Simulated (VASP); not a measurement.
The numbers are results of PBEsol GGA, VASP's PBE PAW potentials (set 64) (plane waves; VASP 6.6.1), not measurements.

VASP input:

### POSCAR
```
Tl
1
   -3.0219290000     3.0219290000     1.6488010000
    3.0219290000    -3.0219290000     1.6488010000
    3.0219290000     3.0219290000    -1.6488010000
Tl
2
Direct
  0.7500000000   0.2500000000   0.5000000000
  0.0000000000   0.0000000000   0.0000000000
```

### KPOINTS
```
Automatic mesh
0
Gamma
11 11 11
0 0 0
```

**INCAR**
```
# general
SYSTEM =Tl
PREC   =Accurate
ENCUT  =400
LREAL  =F
LASPH  =T

# electronic loop
EDIFF  =1E-6
NELM   =100
ALGO   =Normal
LMAXMIX=4

# smearing
ISMEAR =1
SIGMA  =0.1

# functional
GGA    =PS

# ions
IBRION =2
NSW    =60
ISIF   =3
EDIFFG =-0.01

# output
LWAVE  =F
LCHARG =F
```

POTCAR, in this order: Tl_d (PBE.64 set). Program: vasp_std.

Output of the run:

File OSZICAR:
```
       N       E                     dE             d eps       ncg     rms          rms(c)
DAV:   1     0.105701292753E+03    0.10570E+03   -0.12412E+04  4508   0.114E+03
DAV:   2    -0.363114398822E+01   -0.10933E+03   -0.10828E+03  4609   0.260E+02
DAV:   3    -0.512190545586E+01   -0.14908E+01   -0.14813E+01  4971   0.286E+01
DAV:   4    -0.513036569783E+01   -0.84602E-02   -0.84591E-02  4975   0.231E+00
DAV:   5    -0.513047289064E+01   -0.10719E-03   -0.10719E-03  4957   0.256E-01    0.334E+00
DAV:   6    -0.506803002186E+01    0.62443E-01   -0.12769E-01  4474   0.302E+00    0.231E+00
DAV:   7    -0.505767198113E+01    0.10358E-01   -0.46004E-02  4564   0.179E+00    0.904E-01
DAV:   8    -0.505690004379E+01    0.77194E-03   -0.24474E-03  4524   0.414E-01    0.551E-02
DAV:   9    -0.505690026331E+01   -0.21952E-06   -0.17165E-05  5289   0.377E-02    0.130E-02
DAV:  10    -0.505690289409E+01   -0.26308E-05   -0.24062E-06  3490   0.148E-02    0.913E-04
DAV:  11    -0.505690295158E+01   -0.57486E-07   -0.22038E-07  2398   0.429E-03
   1 F= -.50569030E+01 E0= -.50569173E+01  d E =-.505690E+01
       N       E                     dE             d eps       ncg     rms          rms(c)
DAV:   1    -0.507997214684E+01   -0.23069E-01   -0.75778E-01  4504   0.672E+00    0.590E-01
DAV:   2    -0.506612502712E+01    0.13847E-01   -0.10084E-02  4454   0.954E-01    0.346E-01
DAV:   3    -0.505990019309E+01    0.62248E-02   -0.13045E-02  4504   0.100E+00    0.460E-02
DAV:   4    -0.505994399927E+01   -0.43806E-04   -0.72693E-04  4506   0.217E-01    0.216E-02
DAV:   5    -0.505993972676E+01    0.42725E-05   -0.16358E-05  4938   0.418E-02    0.432E-03
DAV:   6    -0.505993924707E+01    0.47968E-06   -0.18748E-06  3536   0.124E-02
   2 F= -.50599392E+01 E0= -.50599096E+01  d E =-.303630E-02
       N       E                     dE             d eps       ncg     rms          rms(c)
DAV:   1    -0.511472296248E+01   -0.54783E-01   -0.19747E+00  4479   0.109E+01    0.953E-01
DAV:   2    -0.507862424351E+01    0.36099E-01   -0.26406E-02  4453   0.152E+00    0.563E-01
DAV:   3    -0.506225575111E+01    0.16368E-01   -0.36450E-02  4475   0.166E+00    0.848E-02
DAV:   4    -0.506233165418E+01   -0.75903E-04   -0.23047E-03  4463   0.403E-01    0.406E-02
DAV:   5    -0.506228767600E+01    0.43978E-04   -0.14248E-04  4595   0.124E-01    0.135E-02
DAV:   6    -0.506228068686E+01    0.69891E-05   -0.20003E-05  4486   0.409E-02    0.254E-03
DAV:   7    -0.506228073079E+01   -0.43930E-07   -0.40871E-07  2621   0.527E-03
   3 F= -.50622807E+01 E0= -.50618917E+01  d E =-.537778E-02
       N       E                     dE             d eps       ncg     rms          rms(c)
DAV:   1    -0.506256240930E+01   -0.28172E-03   -0.10008E-02  4488   0.773E-01    0.682E-02
DAV:   2    -0.506237790352E+01    0.18451E-03   -0.13632E-04  4453   0.111E-01    0.396E-02
DAV:   3    -0.506229752143E+01    0.80382E-04   -0.16651E-04  4501   0.113E-01    0.570E-03
DAV:   4    -0.506229813213E+01   -0.61070E-06   -0.94956E-06  4575   0.246E-02
   4 F= -.50622981E+01 E0= -.50618635E+01  d E =-.539518E-02
       N       E                     dE             d eps       ncg     rms          rms(c)
DAV:   1    -0.506334672122E+01   -0.10492E-02   -0.39894E-02  4473   0.154E+00    0.136E-01
DAV:   2    -0.506260707154E+01    0.73965E-03   -0.54436E-04  4446   0.221E-01    0.789E-02
DAV:   3    -0.506228766119E+01    0.31941E-03   -0.66111E-04  4492   0.224E-01    0.115E-02
DAV:   4    -0.506228997363E+01   -0.23124E-05   -0.37414E-05  4569   0.487E-02    0.490E-03
DAV:   5    -0.506228962636E+01    0.34727E-06   -0.88437E-07  3079   0.996E-03
   5 F= -.50622896E+01 E0= -.50617721E+01  d E =-.538667E-02
```

OUTCAR:
```
------------------------ aborting loop because EDIFF is reached ----------------------------------------
  FORCE on cell =-STRESS in cart. coord.  units (eV):
  Direction    XX          YY          ZZ          XY          YZ          ZX
  --------------------------------------------------------------------------------------
  Total       -0.0159715     -0.0159715      0.0099885      0.0000000      0.0000000      0.0000000
  in kB       -0.4251485     -0.4251485      0.2658869      0.0000000      0.0000000      0.0000000
  external PRESSURE =      -0.1948034 kB  Pullay stress =       0.0000000 kB
  volume of cell :       60.19
      direct lattice vectors                 reciprocal lattice vectors
    -3.054619400  3.054619400  1.612653720     0.000000000  0.163686514  0.310047962
     3.054619400 -3.054619400  1.612653720     0.163686514  0.000000000  0.310047962
     3.054619400  3.054619400 -1.612653720     0.163686514  0.163686514  0.000000000
 POSITION                                       TOTAL-FORCE (eV/Angst)
 -----------------------------------------------------------------------------------
      0.00000      3.05462      0.80633         0.000000     -0.000000     -0.000000
      0.00000      0.00000      0.00000        -0.000000      0.000000      0.000000
 -----------------------------------------------------------------------------------
    total drift:                                0.000000     -0.000000      0.000000
  FREE ENERGIE OF THE ION-ELECTRON SYSTEM (eV)
  ---------------------------------------------------
  free  energy   TOTEN  =        -5.0622896264 eV

  energy  without entropy=       -5.0607371581  energy(sigma->0) =       -5.06177214

 reached required accuracy - stopping structural energy minimisation
```
(Selected blocks of OUTCAR.)

File CONTCAR:
```
Tl
   1.00000000000000
    -3.0546194001583067    3.0546194001583067    1.6126537200277773
     3.0546194001583067   -3.0546194001583067    1.6126537200277773
     3.0546194001583067    3.0546194001583067   -1.6126537200277773
  Tl
     2
Direct
     0.7500000000000000    0.2500000000000000    0.5000000000000000
     0.0000000000000000    0.0000000000000000    0.0000000000000000
```

The structure was generated: Tl was put into the beta-Sn type (I4_1/amd), which need not be its known phase. This run relaxes it. Symmetry was kept, so distortions that lower it aren't found.
